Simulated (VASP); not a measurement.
Elastic constants (GPa) of a crystal from PBEsol GGA, VASP's PBE PAW potentials (set 64) (VASP):

|  | xx | yy | zz | yz | xz | xy |
|---|---|---|---|---|---|---|
| xx | 29.3 | 3.4 | 3.4 | 0.0 | 0.0 | 0.0 |
| yy | 3.4 | 29.3 | 3.4 | 0.0 | 0.0 | 0.0 |
| zz | 3.4 | 3.4 | 29.3 | 0.0 | 0.0 | 0.0 |
| yz | 0.0 | 0.0 | 0.0 | 3.5 | 0.0 | 0.0 |
| xz | 0.0 | 0.0 | 0.0 | 0.0 | 3.5 | 0.0 |
| xy | 0.0 | 0.0 | 0.0 | 0.0 | 0.0 | 3.5 |

**Question.** Work out the Voigt, Reuss and Hill moduli, Young's modulus and Poisson's ratio.

**Answer.** All eigenvalues are positive (smallest 3.5 GPa), so the crystal is stable. K_V = (C11+C22+C33+2(C12+C13+C23))/9 = (87.9 + 2×10.2)/9 = 12.0 GPa; G_V = (87.9 − 10.2 + 3×10.5)/15 = 7.3 GPa. From the compliances, K_R = 12.0 GPa and G_R = 4.9 GPa. Hill: K = 12.0 GPa, G = 6.1 GPa, E = 9KG/(3K+G) = 15.7 GPa, ν = (3K−2G)/(2(3K+G)) = 0.283. K/G = 1.97, above Pugh's 1.75; universal anisotropy A^U = 2.36.

**Question.** With a density of 3.19 g/cm³, what are the mean sound speeds?

**Answer.** v_l = √((K+4G/3)/ρ) = 2.52 km/s and v_t = √(G/ρ) = 1.38 km/s. The crystal is KI (rock salt), cubic.

The compound is KI in the rock salt structure. It was relaxed first.
